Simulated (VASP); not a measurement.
Level of theory: revPBE GGA, VASP's PBE PAW potentials (set 64) (plane waves; VASP).

Input for VASP

POSCAR:
```
GdN
1
    0.0000000000     2.5038216125     2.5038216125
    2.5038216125     0.0000000000     2.5038216125
    2.5038216125     2.5038216125     0.0000000000
Gd N
1 1
Direct
  0.0000000000   0.0000000000   0.0000000000
  0.5000000000   0.5000000000   0.5000000000
```

**INCAR**
```
SYSTEM = GdN
PREC = Accurate
ENCUT = 520
EDIFF = 1E-7
NELM = 100
ALGO = Normal
LREAL = .FALSE.
LASPH = .TRUE.
ISMEAR = 0
SIGMA = 0.05
GGA = RE
LMAXMIX = 6
LWAVE = .FALSE.
LCHARG = .FALSE.
LORBIT = 11
ICHARG = 11
```

**KPOINTS**
```
k-points along high-symmetry lines
15
Line-mode
Reciprocal
  0.000000   0.000000   0.000000 ! GAMMA
  0.500000   0.000000   0.500000 ! X

  0.500000   0.000000   0.500000 ! X
  0.625000   0.250000   0.625000 ! U

  0.375000   0.375000   0.750000 ! K
  0.000000   0.000000   0.000000 ! GAMMA

  0.000000   0.000000   0.000000 ! GAMMA
  0.500000   0.500000   0.500000 ! L

  0.500000   0.500000   0.500000 ! L
  0.500000   0.250000   0.750000 ! W

  0.500000   0.250000   0.750000 ! W
  0.500000   0.000000   0.500000 ! X
```

POTCAR, in this order: Gd_3 N (PBE.64 set). Program: vasp_std. Read from the step before: CHGCAR.

Output of the run:

OSZICAR:
```
       N       E                     dE             d eps       ncg     rms          rms(c)
DAV:   1     0.415737269842E+02    0.41574E+02   -0.68390E+03  1988   0.117E+03
DAV:   2    -0.101400998580E+02   -0.51714E+02   -0.47853E+02  2496   0.227E+02
DAV:   3    -0.129602835393E+02   -0.28202E+01   -0.26401E+01  2803   0.393E+01
DAV:   4    -0.130299573866E+02   -0.69674E-01   -0.64309E-01  2717   0.448E+00
DAV:   5    -0.130314388577E+02   -0.14815E-02   -0.14785E-02  2584   0.571E-01
DAV:   6    -0.130314970936E+02   -0.58236E-04   -0.58219E-04  2798   0.724E-02
DAV:   7    -0.130314979855E+02   -0.89191E-06   -0.89212E-06  2610   0.107E-02
DAV:   8    -0.130314980175E+02   -0.32042E-07   -0.31984E-07  2322   0.161E-03
   1 F= -.13031498E+02 E0= -.13030013E+02  d E =-.297055E-02
```

### OUTCAR
```
 val. band max:        3.9753018905   @ k =   0.0000   0.0000   0.0000

 cond. band min:       4.0226252528   @ k =   0.5000   0.0000   0.5000



 k-point     1 :       0.0000    0.0000    0.0000
  band No.  band energies     occupation
      1     -15.9416      2.00000
      2     -15.9416      2.00000
      3     -15.9416      2.00000
      4      -8.8820      2.00000
      5       3.9753      1.71216
      6       3.9753      1.71216
      7       3.9753      1.71215
      8       6.9754      0.00000
      9       6.9754      0.00000
     10       6.9754      0.00000
     11       7.5524      0.00000

 k-point     2 :       0.0357    0.0000    0.0357
  band No.  band energies     occupation
      1     -15.9598      2.00000
      2     -15.9461      2.00000
      3     -15.9461      2.00000
      4      -8.8501      2.00000
      5       3.7835      2.00000
      6       3.9462      1.94056
      7       3.9462      1.94056
      8       6.9119      0.00000
      9       7.0610      0.00000
     10       7.0610      0.00000
     11       7.6573      0.00000

 k-point     3 :       0.0714    0.0000    0.0714
  band No.  band energies     occupation
      1     -16.0118      2.00000
      2     -15.9592      2.00000
      3     -15.9592      2.00000
      4      -8.7599      2.00000
      5       3.3213      2.00000
      6       3.8708      1.99994
      7       3.8708      1.99994
      8       6.7335      0.00000
      9       7.3041      0.00000
     10       7.3041      0.00000
     11       7.8678      0.00000

 k-point     4 :       0.1071    0.0000    0.1071
  band No.  band energies     occupation
      1     -16.0912      2.00000
      2     -15.9803      2.00000
      3     -15.9803      2.00000
      4      -8.6263      2.00000
      5       2.7708      2.00000
      6       3.7744      2.00000
      7       3.7744      2.00000
      8       6.4702      0.00000
      9       7.6741      0.00000
     10       7.6741      0.00000
...
```

The 4f electrons are frozen in the core of the lanthanide potential, so 4f levels, which can set the real gap, and their magnetism are missing. The density is held fixed in this step, so its total energy and stress have no physical meaning.

The compound is GdN in the rock salt structure. It was relaxed first.
